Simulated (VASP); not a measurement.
**The Sommerfeld expansion tested on TaN**

How do entropy and free energy of the electrons in TaN grow with the Fermi-Dirac width, and how far does the Sommerfeld expansion hold?

Main program and level: VASP 6.6.1; PBEsol; plane waves and PAW (Ta_pv, N), in the first sound run; inputs show where later runs differ.

**1. Set-up**

The structure is cubic, space group Fm-3m (No. 225). Conventional cell: a = 4.358 Å, b = 4.358 Å, c = 4.358 Å, α = 90.00°, β = 90.00°, γ = 90.00°. Nearest to Ta lie 6 N at 2.18 Å. Nearest to N lie 6 Ta at 2.18 Å. Farther neighbours and most contacts between anions are not listed.

Coordinates:

```cif
data_structure
_symmetry_space_group_name_H-M 'Fm-3m'
_symmetry_Int_Tables_number 225
_cell_length_a 4.3580
_cell_length_b 4.3580
_cell_length_c 4.3580
_cell_angle_alpha 90.000
_cell_angle_beta 90.000
_cell_angle_gamma 90.000
_cell_volume 82.77
loop_
_atom_site_label
_atom_site_type_symbol
_atom_site_symmetry_multiplicity
_atom_site_Wyckoff_symbol
_atom_site_fract_x
_atom_site_fract_y
_atom_site_fract_z
_atom_site_occupancy
Ta1 Ta 4 b 0.50000 0.00000 0.00000 1
N1 N 4 a 0.00000 0.00000 0.00000 1
```

**2. Relax the crystal, PBEsol**

The cell is relaxed and then held.

This step took 2 runs in a row; the last is shown.

Level: PBEsol; plane waves and PAW (Ta_pv, N).

File INCAR:

```
SYSTEM = TaN
PREC = Accurate
ENCUT = 520
EDIFF = 1E-07
NELM = 120
ISMEAR = 1
SIGMA = 0.15
LREAL = .FALSE.
ALGO = Normal
GGA = PS
NBANDS = 14
LASPH = .TRUE.
LORBIT = 11
LWAVE = .FALSE.
LCHARG = .FALSE.
KPAR = 8
IBRION = 2
NSW = 40
ISIF = 3
EDIFFG = -0.005
POTIM = 0.4
```

File POSCAR:

```
TaN
1.0
    0.0000000000      2.1897809421      2.1897809421
    2.1897809421      0.0000000000      2.1897809421
    2.1897809421      2.1897809421      0.0000000000
Ta N
1 1
Direct
    0.5000000000      0.5000000000      0.5000000000
    0.0000000000      0.0000000000      0.0000000000
```

File KPOINTS:

```
Automatic mesh
0
Gamma
17 17 17
0 0 0
```

Potentials, in the order of the species: Ta_pv and N (PBE family, release 64).

Run with:

```bash
> mpirun -np 8 vasp_std
```

The log of the run:

```text
[banner, memory and clock lines left out]
running    8 mpi-ranks, on    1 nodes
[...]
|                                                                             |
|           W    W    AA    RRRRR   N    N  II  N    N   GGGG   !!!           |
|           W    W   A  A   R    R  NN   N  II  NN   N  G    G  !!!           |
|           W    W  A    A  R    R  N N  N  II  N N  N  G       !!!           |
|           W WW W  AAAAAA  RRRRR   N  N N  II  N  N N  G  GGG   !            |
|           WW  WW  A    A  R   R   N   NN  II  N   NN  G    G                |
|           W    W  A    A  R    R  N    N  II  N    N   GGGG   !!!           |
|                                                                             |
|     For optimal performance we recommend to set                             |
|       NCORE = 2 up to number-of-cores-per-socket                            |
|     NCORE specifies how many cores store one orbital (NPAR=cpu/NCORE).      |
|     This setting can greatly improve the performance of VASP for DFT.       |
[...]
|     You enforced a specific xc type in the INCAR file but a different       |
|     [... a line on the potential file left out ...]
|     I HOPE YOU KNOW WHAT YOU ARE DOING!                                     |
|                                                                             |

 LDA part: xc-table for (Slater+PW92), standard interpolation
 POSCAR, INCAR and KPOINTS ok, starting setup
[...]
entering main loop
       N       E                     dE             d eps       ncg     rms          rms(c)
DAV:   1     0.897631202131E+02    0.89763E+02   -0.89142E+03  4628   0.121E+03
DAV:   2    -0.229922807389E+02   -0.11276E+03   -0.10614E+03  5694   0.316E+02
DAV:   3    -0.259857606375E+02   -0.29935E+01   -0.29596E+01  5340   0.479E+01
DAV:   4    -0.260019539482E+02   -0.16193E-01   -0.16190E-01  5388   0.360E+00
[...]
DAV:  12    -0.232153501851E+02    0.65529E-07   -0.33300E-06  6012   0.179E-02    0.369E-03
DAV:  13    -0.232153500442E+02    0.14098E-06   -0.12014E-07  4030   0.304E-03    0.781E-04
DAV:  14    -0.232153500410E+02    0.31675E-08   -0.94720E-09  2826   0.119E-03
   1 F= -.23215350E+02 E0= -.23215523E+02  d E =-.232154E+02
[...]
reached required accuracy - stopping structural energy minimisation
```

Elapsed: 6.2 s, on 8 MPI ranks of AMD EPYC 9R45, shared host; peak memory 1.3 GiB; 44 s of CPU time.

Lines that name or quote the potential files are left out of all logs, and their timing lines are given in words.

From OUTCAR (step 2):

```text
  Total       -0.0031345     -0.0031345     -0.0031345      0.0000000     -0.0000000     -0.0000000
  in kB       -0.2391383     -0.2391383     -0.2391383      0.0000000     -0.0000000     -0.0000000
  external PRESSURE =      -0.2391383 kB  Pullay stress =       0.0000000 kB

 POSITION                                       TOTAL-FORCE (eV/Angst)
 -----------------------------------------------------------------------------------
      2.18978      2.18978      2.18978         0.000000     -0.000000     -0.000000
      0.00000      0.00000      0.00000         0.000000      0.000000      0.000000
 -----------------------------------------------------------------------------------
    total drift:                                0.000000     -0.000000     -0.000000

  FREE ENERGIE OF THE ION-ELECTRON SYSTEM (eV)
  ---------------------------------------------------
  free  energy   TOTEN  =       -23.2153500410 eV

  energy  without entropy=      -23.2158702478  energy(sigma->0) =      -23.21552344

 reached required accuracy - stopping structural energy minimisation

[... 3 further parts left out ...]
[key lines of the parts left out:]
E-fermi :   9.4965
```

This run gave:

- energy(sigma→0) of the program: -23.2155 eV
- stress, compression positive: xx, yy, zz -0.02, -0.02, -0.02 GPa
- volume: 21.001 Å³
- ionic steps: 1

**3. Tetrahedra, PBEsol**

Tetrahedra give the density of states at the Fermi level without smearing.

Level: PBEsol; plane waves and PAW (Ta_pv, N).

File INCAR:

```
SYSTEM = TaN
PREC = Accurate
ENCUT = 520
EDIFF = 1E-08
NELM = 100
ISMEAR = -5
SIGMA = 0.15
LREAL = .FALSE.
ALGO = Normal
GGA = PS
NBANDS = 24
LASPH = .TRUE.
LORBIT = 11
LWAVE = .FALSE.
LCHARG = .FALSE.
KPAR = 2
ISIF = 2
NEDOS = 3001
```

POSCAR is that of step 2.

File KPOINTS:

```
Automatic mesh
0
Gamma
30 30 30
0 0 0
```

Run with:

```bash
> mpirun -np 2 vasp_std
```

The log of the run:

```text
[banner, memory and clock lines left out]
running    2 mpi-ranks, on    1 nodes
[...]
[... a notice as in an earlier step ...]

 LDA part: xc-table for (Slater+PW92), standard interpolation
 POSCAR, INCAR and KPOINTS ok, starting setup
[...]
entering main loop
       N       E                     dE             d eps       ncg     rms          rms(c)
DAV:   1     0.106708078914E+03    0.10671E+03   -0.74724E+03 36168   0.707E+02
DAV:   2    -0.224544558068E+02   -0.12916E+03   -0.12102E+03 43672   0.237E+02
DAV:   3    -0.259955999369E+02   -0.35411E+01   -0.35153E+01 41592   0.349E+01
DAV:   4    -0.260021448739E+02   -0.65449E-02   -0.65455E-02 40176   0.162E+00
[...]
DAV:  11    -0.232129652806E+02    0.34647E-04   -0.19595E-05 38200   0.344E-02    0.151E-02
DAV:  12    -0.232129656798E+02   -0.39914E-06   -0.16263E-06 39600   0.100E-02    0.595E-03
DAV:  13    -0.232129656783E+02    0.14272E-08   -0.25901E-08 41064   0.171E-03
   1 F= -.23212966E+02 E0= -.23212966E+02  d E =0.000000E+00
|                                                                             |
|           W    W    AA    RRRRR   N    N  II  N    N   GGGG   !!!           |
|           W    W   A  A   R    R  NN   N  II  NN   N  G    G  !!!           |
|           W    W  A    A  R    R  N N  N  II  N N  N  G       !!!           |
|           W WW W  AAAAAA  RRRRR   N  N N  II  N  N N  G  GGG   !            |
|           WW  WW  A    A  R   R   N   NN  II  N   NN  G    G                |
|           W    W  A    A  R    R  N    N  II  N    N   GGGG   !!!           |
|                                                                             |
|     Tetrahedron method does not include variations of the Fermi             |
|     occupations, so forces and stress will be inaccurate. We suggest        |
|     using a different smearing scheme ISMEAR = 1 or 2 for metals in         |
|     relaxations.                                                            |
|                                                                             |
```

Wall time 1.8 min (2 MPI ranks); peak memory 0.81 GiB; 3.5 min of CPU time.

From OUTCAR (step 3):

```text
  Total       -0.0015370     -0.0015370     -0.0015370      0.0000000      0.0000000      0.0000000
  in kB       -0.1172639     -0.1172639     -0.1172639      0.0000000      0.0000000      0.0000000
  external PRESSURE =      -0.1172639 kB  Pullay stress =       0.0000000 kB

 POSITION                                       TOTAL-FORCE (eV/Angst)
 -----------------------------------------------------------------------------------
      2.18978      2.18978      2.18978        -0.000000     -0.000000     -0.000000
      0.00000      0.00000      0.00000         0.000000      0.000000      0.000000
 -----------------------------------------------------------------------------------
    total drift:                                0.000000     -0.000000     -0.000000

  FREE ENERGIE OF THE ION-ELECTRON SYSTEM (eV)
  ---------------------------------------------------
  free  energy   TOTEN  =       -23.2129656783 eV

  energy  without entropy=      -23.2129656783  energy(sigma->0) =      -23.21296568

[... 1 part as in an earlier step ...]

[... 2 further parts left out ...]
[key lines of the parts left out:]
E-fermi :   9.5123
```

Read from the output:

| Item | Value |
| --- | --- |
| energy(sigma→0) of the program | -23.2130 eV |

The run ends at a pressure of -0.01 GPa.

**4. Electron temperature, PBEsol**

One member in full: SIGMA = 0.2 eV.

Level: PBEsol; plane waves and PAW (Ta_pv, N).

Changes to INCAR since step 3:

```diff
@@ -5,4 +5,4 @@
 NELM = 100
-ISMEAR = -5
-SIGMA = 0.15
+ISMEAR = -1
+SIGMA = 0.2
 LREAL = .FALSE.
@@ -17,2 +17 @@
 ISIF = 2
-NEDOS = 3001
```

POSCAR is that of step 3.

KPOINTS is that of step 3.

Run with:

```bash
> mpirun -np 2 vasp_std
```

The log of the run:

```text
[... set-up lines as in an earlier step ...]
 entering main loop
       N       E                     dE             d eps       ncg     rms          rms(c)
DAV:   1     0.106666289009E+03    0.10667E+03   -0.74724E+03 36168   0.707E+02
DAV:   2    -0.224988811561E+02   -0.12917E+03   -0.12102E+03 43672   0.237E+02
DAV:   3    -0.260407102994E+02   -0.35418E+01   -0.35150E+01 41592   0.349E+01
DAV:   4    -0.260472544594E+02   -0.65442E-02   -0.65440E-02 40176   0.162E+00
[...]
DAV:  13    -0.232654705934E+02   -0.29822E-07   -0.28652E-08 40968   0.168E-03    0.106E-03
DAV:  14    -0.232654705739E+02    0.19499E-07   -0.58915E-09 20984   0.573E-04    0.491E-04
DAV:  15    -0.232654705690E+02    0.49481E-08   -0.83837E-10 18928   0.241E-04
   1 F= -.23265471E+02 E0= -.23212726E+02  d E =-.105489E+00
```

It took 2 min on 2 MPI ranks; peak memory 0.78 GiB.

OUTCAR, selected parts (step 4):

```text
  LATTYP: Found a face centered cubic cell.
 ALAT       =     4.3795618842

 Subroutine GETGRP returns: Found 48 space group operations
 (whereof 48 operations were pure point group operations)

The static configuration has the point symmetry O_h .

 Found    752 irreducible k-points:

   dimension x,y,z NGX =    24 NGY =   24 NGZ =   24
   dimension x,y,z NGXF=    48 NGYF=   48 NGZF=   48

   ENCUT  =  520.0 eV  38.22 Ry    6.18 a.u.   5.76  5.76  5.76*2*pi/ulx,y,z

   NELECT =      16.0000    total number of electrons

 E-fermi :   9.5000

 k-point     1 :       0.0000    0.0000    0.0000
  band No.  band energies     occupation
    ...
      8       7.3569      1.99996
      9       7.3569      1.99996
     10       7.3569      1.99996
     11       9.5505      0.87437
     12       9.5505      0.87437
     13      11.1680      0.00048
     14      18.8973      0.00000
     15      21.9210      0.00000
     16      34.0453      0.00000
     17      34.0453      0.00000
    ...

 k-point     2 :       0.0333    0.0000    0.0000
  band No.  band energies     occupation
    ...
      8       7.4078      1.99994
      9       7.4078      1.99994
     10       7.4407      1.99993
     11       9.6717      0.59521
     12       9.6717      0.59521
     13      11.2532      0.00031
     14      18.9842      0.00000
     15      21.9210      0.00000
     16      33.5002      0.00000
     17      33.8300      0.00000
    ...

  Total        0.0717047      0.0717047      0.0717047     -0.0000000     -0.0000000      0.0000000
  in kB        5.4704887      5.4704887      5.4704887     -0.0000000     -0.0000000      0.0000000
  external PRESSURE =       5.4704887 kB  Pullay stress =       0.0000000 kB

 POSITION                                       TOTAL-FORCE (eV/Angst)
 -----------------------------------------------------------------------------------
      2.18978      2.18978      2.18978         0.000000      0.000000      0.000000
      0.00000      0.00000      0.00000        -0.000000     -0.000000      0.000000
 -----------------------------------------------------------------------------------
    total drift:                                0.000000     -0.000000     -0.000000

  FREE ENERGIE OF THE ION-ELECTRON SYSTEM (eV)
  ---------------------------------------------------
  free  energy   TOTEN  =       -23.2654705690 eV

  energy  without entropy=      -23.1599810749  energy(sigma->0) =      -23.21272582

 total charge
# of ion       s       p       d       tot
------------------------------------------
    1        0.277   6.230   2.477   8.984
    2        1.223   2.536   0.000   3.759
--------------------------------------------------
tot          1.499   8.766   2.477  12.743

[... 2 parts as in an earlier step ...]

[... 7 further parts left out ...]
```

Numbers from this step:

```
energy(sigma→0) of the program : -23.2127 eV
stress, compression positive   : xx, yy, zz 0.55, 0.55, 0.55 GPa
```

The run ends at a pressure of 0.55 GPa.

**5. All members**

The other members went through these steps as far as the tables show, on the same mesh; 7 runs are not shown. The session took 0.56 core hours (wall time by ranks) on a shared machine.

| width kT (eV) | temperature (K) | free energy less that of the narrowest width (meV/atom) | TS (meV/atom) | pressure (GPa) | shift of the Fermi level (eV) |
| --- | --- | --- | --- | --- | --- |
| 0.025 | 290 | 0.000 | 0.813 | -0.003 | 0.000 |
| 0.050 | 580 | -1.218 | 3.244 | 0.025 | -0.001 |
| 0.075 | 870 | ? | ? | 0.068 | -0.001 |
| 0.100 | 1160 | -6.099 | 13.051 | 0.129 | -0.002 |
| 0.150 | 1741 | -14.277 | 29.507 | 0.301 | -0.005 |
| 0.200 | 2321 | -25.783 | 52.745 | 0.547 | -0.011 |
| 0.300 | 3481 | -59.010 | 120.545 | 1.282 | -0.030 |

**6. The Sommerfeld expansion**

At low temperature TS = (π²/3) g (kT)², so TS, twice the difference of energy(sigma→0) and the free energy, over (π²/3)(kT)² is an effective density of states: 0.395, 0.394, 0.397, 0.399, 0.401, 0.407 states/eV/atom in the rows shown.

A least-squares parabola through the 6 rows shown, with σ the width in eV: g = 0.1078 σ² + 0.009766 σ + 0.3945 (states/eV/atom), r.m.s. residual 4.6e-4 states/eV/atom.

For the withheld row, σ = 0.075, the fit gives 0.396 states/eV/atom.

**7. Prediction against calculation**

The calculation gives 0.395 states/eV/atom, so the prediction is 0.001 states/eV/atom too high.

The parabola in σ is an empirical guide, not the expansion itself. Tetrahedra give g = 0.392 states/eV/atom at the Fermi level, the limit that the series should reach at zero width.

**8. Results**

- density of states at the Fermi level, tetrahedra: 0.39 states/eV/atom
- Sommerfeld coefficient from it: 0.92 mJ per mole of atoms and K²
- pressure at the widest setting: 1.28 GPa
- error of the predicted g: 0.001 states/eV/atom

In words: Against the tetrahedron value, the effective density of states stands at +1 % at 0.025 eV, +1 % at 0.05 eV, +1 % at 0.1 eV, +4 % at 0.3 eV. The leading term holds within a tenth at the widest setting. Spin-orbit coupling is left out. The bare coefficient lacks the electron-phonon enhancement of measured heat capacities.

[Lines on the potential files, build, host, timing and source positions are cut from VASP's logs without a mark.]

[Logs are printed without paths, hosts, clocks, repeated set-up lines and the standing remarks that a program may print on its own settings, such as how far it seeks lower states.]

[Hosts, paths, dates, database ids (printed as entryN), source tags and the programs' standing remarks are cut or masked in the printed files.]
